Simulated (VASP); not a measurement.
A VASP calculation is set up with these files.

### INCAR
```
ALGO=Normal
EDIFF=1E-6
ENCUT=520
GGA=PE
ISIF=2
ISMEAR=0
LASPH=T
LCHARG=F
LREAL=F
LWAVE=F
NELM=100
PREC=Accurate
SIGMA=0.05
SYSTEM=NaF
```

File KPOINTS:
```
Automatic mesh
0
G
 9 9 9
```

POSCAR:
```
NaF
1
    0.0000000000     2.3613000000     2.3613000000
    2.3613000000     0.0000000000     2.3613000000
    2.3613000000     2.3613000000     0.0000000000
Na F
1 1
Direct
  0.0000000000   0.0000000000   0.0000000000
  0.5000000000   0.5000000000   0.5000000000
```

POTCAR, in this order: Na_pv F (PBE.64 set). Program: vasp_std.

Problem. Write an equivalent input for Quantum ESPRESSO's pw.x.

Solution. One equivalent input (not run):
```
&CONTROL
  calculation = 'scf'
  pseudo_dir = './pseudo'
  outdir = './out'
  tprnfor = .true.
  tstress = .true.
/
&SYSTEM
  ibrav = 0
  nat = 2
  ntyp = 2
  ecutwfc = 88
  occupations = 'smearing'
  smearing = 'gaussian'
  degauss = 0.003675
  input_dft = 'pbe'
/
&ELECTRONS
  conv_thr = 7.3e-08
  electron_maxstep = 100
/
ATOMIC_SPECIES
  Na 22.990 Na.upf
  F 18.998 F.upf
CELL_PARAMETERS angstrom
     0.0000000    2.3613000    2.3613000
     2.3613000    0.0000000    2.3613000
     2.3613000    2.3613000    0.0000000
ATOMIC_POSITIONS crystal
  Na   0.0000000  0.0000000  0.0000000
  F    0.5000000  0.5000000  0.5000000
K_POINTS automatic
  9 9 9 0 0 0
```
The two are equivalent in intent, not identical: the potentials are each code's own (VASP's PAW set, PseudoDojo norm-conserving files in pw.x), so ENCUT and ecutwfc are chosen apart and not converted; conv_thr bounds pw.x's estimated SCF error, while EDIFF bounds the energy change between steps.

The compound is NaF in the rock salt structure. The cell was not relaxed at this level.
